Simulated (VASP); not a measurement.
VASP runs on Mg$_{2}$Sn (antifluorite) share one base input (PBE GGA, plane waves, VASP's PBE PAW potentials (set 64)) and change the settings named in each case.

**KPOINTS**
```
Automatic mesh
0
gamma
6 6 6
0 0 0
```

**POSCAR**
```
Mg2Sn
4.7800420
  0.0000000000   0.7071067576   0.7071067576
  0.7071067576   0.0000000000   0.7071067576
  0.7071067576   0.7071067576   0.0000000000
Mg Sn
2 1
Cartesian
  0.3535533788   0.3535533788   0.3535533788
  1.0606601365   1.0606601365   1.0606601365
  0.0000000000   0.0000000000   0.0000000000
```

**INCAR**
```
SYSTEM = Mg2Sn
PREC = Accurate; ENCUT = 400; LREAL = .FALSE.
LASPH = .TRUE.
EDIFF = 1E-6; NELM = 100; ALGO = Normal
LMAXMIX = 4
ISMEAR = 0; SIGMA = 0.05
GGA = PE
ISIF = 2
LWAVE = .FALSE.; LCHARG = .FALSE.
```

POTCAR, in this order: Mg Sn_d (PBE.64 set). Program: vasp_std.

```json
[
 {"change": "base run", "E(σ→0) (eV/atom)": "-2.4673", "pressure (GPa)": "0.98", "−TS (eV)": "-0.0001"},
 {"change": "SIGMA = 0.5", "E(σ→0) (eV/atom)": "-2.4651", "pressure (GPa)": "1.04", "−TS (eV)": "-0.0754"},
 {"change": "ISMEAR = 2, SIGMA = 0.3", "E(σ→0) (eV/atom)": "-2.4671", "pressure (GPa)": "0.91", "−TS (eV)": "0.0069"},
 {"change": "ISMEAR = -1, SIGMA = 0.1", "E(σ→0) (eV/atom)": "-2.4665", "pressure (GPa)": "0.96", "−TS (eV)": "-0.0158"},
 {"change": "ISMEAR = -1, SIGMA = 0.3", "E(σ→0) (eV/atom)": "…", "pressure (GPa)": "…", "−TS (eV)": "…"},
 {"change": "ISMEAR = 2, SIGMA = 0.2", "E(σ→0) (eV/atom)": "-2.4673", "pressure (GPa)": "0.88", "−TS (eV)": "0.0023"},
 {"change": "ISMEAR = -1, SIGMA = 0.5", "E(σ→0) (eV/atom)": "-2.4419", "pressure (GPa)": "1.85", "−TS (eV)": "-0.7884"},
 {"change": "ISMEAR = -5, SIGMA removed", "E(σ→0) (eV/atom)": "-2.4664", "pressure (GPa)": "0.82", "−TS (eV)": "0.0000"},
 {"change": "ISMEAR = -4, SIGMA removed", "E(σ→0) (eV/atom)": "-2.4658", "pressure (GPa)": "0.82", "−TS (eV)": "0.0000"}
]
```

### Question
What belongs in the gaps?

### Answer

- ISMEAR = -1, SIGMA = 0.3, E(σ→0) (eV/atom): -2.4610
- ISMEAR = -1, SIGMA = 0.3, pressure (GPa): 1.22
- ISMEAR = -1, SIGMA = 0.3, −TS (eV): -0.2196

Unless said otherwise, spin-orbit coupling is left out, though it shifts the bands of the heavy elements here.

Left out are runs that ran out of time, are held back, or changed the cell or the kind of run, fixed moments of cells without a moment, rows past the twelfth, gaps on odd meshes, pressures of charged cells and columns that move by less than the noise.

The compound is Mg2Sn in the antifluorite structure. The cell was not relaxed at this level.
